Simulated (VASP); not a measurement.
Computed with PBE GGA, VASP's PBE PAW potentials (set 64) (plane waves; VASP).

VASP input:

File KPOINTS:
```
K-points
0
gamma
 7 7 7
```

File POSCAR:
```
BaTiO3
3.920
  1.0000000000   0.0000000000   0.0000000000
  0.0000000000   1.0000000000   0.0000000000
  0.0000000000   0.0000000000   1.0000000000
Ba Ti O
1 1 3
Cart
  0.0000000000   0.0000000000   0.0000000000
  0.5000000000   0.5000000000   0.5000000000
  0.5000000000   0.0000000000   0.5000000000
  0.0000000000   0.5000000000   0.5000000000
  0.5000000000   0.5000000000   0.0000000000
```

**INCAR**
```
! general
SYSTEM  = BaTiO3
PREC    = Accurate
ENCUT   = 400
LREAL   = F   ! projection in real space or not
LASPH   = T   ! aspherical one-centre terms

! electronic loop
EDIFF   = 1E-6   ! SCF stop (eV)
NELM    = 100
ALGO    = Normal   ! blocked Davidson
LMAXMIX = 4   ! l cut-off of mixed one-centre charges

! smearing
ISMEAR  = -1   ! Fermi-Dirac
SIGMA   = 0.01

! functional
GGA     = PE

! ions
ISIF    = 2   ! forces and stress, cell fixed

! output
LWAVE   = F
LCHARG  = F
```

POTCAR, in this order: Ba_sv Ti_sv O (PBE.64 set). Program: vasp_std.

At this cut-off the stress carries a Pulay error, which pulls relaxed volumes low.

Task: What does the run give for the energy per atom (σ→0), pressure?

Result: 
The energy per atom (σ→0) is -7.954 eV/atom and the pressure is 11.69 GPa.

File OSZICAR:
```
...
DAV:  10    -0.397796760565E+02   -0.19738E-02   -0.10485E-01  1208   0.217E+00    0.844E-01
DAV:  11    -0.397717852398E+02    0.78908E-02   -0.67794E-02  1344   0.202E+00    0.207E-01
DAV:  12    -0.397712834117E+02    0.50183E-03   -0.32829E-03  1184   0.549E-01    0.571E-02
DAV:  13    -0.397713664544E+02   -0.83043E-04   -0.19210E-03  1368   0.331E-01    0.876E-02
DAV:  14    -0.397712555512E+02    0.11090E-03   -0.49164E-04  1264   0.158E-01    0.211E-02
DAV:  15    -0.397712547617E+02    0.78948E-06   -0.32472E-05  1216   0.374E-02    0.647E-03
DAV:  16    -0.397712542210E+02    0.54073E-06   -0.36306E-06   896   0.144E-02
   1 F= -.39771254E+02 E0= -.39771254E+02  d E =-.177763E-14
```

The structure is a typed BaTiO3 crystal (Pm-3m). The cell was not relaxed at this level, and its volume differs by -5.9 % from the start's.
